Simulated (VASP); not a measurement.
Data:

```
F2Ge
1.0
    1.54214     0.89035     4.67533
   -1.54214     0.89035     4.67533
    0.00000    -1.78071     4.67533
Ge F
1 2
Direct
  0.00000   0.00000   0.00000
  0.25200   0.25200   0.25200
  0.74800   0.74800   0.74800
```

Level of theory: PBE GGA, VASP's PBE PAW potentials (set 64) (plane waves; VASP). Settings: 520 eV cut-off, 6×6×6 Γ-centred mesh, Gaussian smearing of 0.050 eV, potentials Ge_d F.

Task: Predict the energy per atom (σ→0), pressure, largest force.

Result: 
```yaml
energy per atom (σ→0): -4.210 eV/atom
pressure: 30.89 GPa
largest_force: 1.812 eV/Å
```

The absolute energy has meaning only against runs of the same code, potentials and settings.

The structure was generated: GeF2 was put into the CdCl2 type (R-3m), which need not be its known phase. The cell was not relaxed at this level.
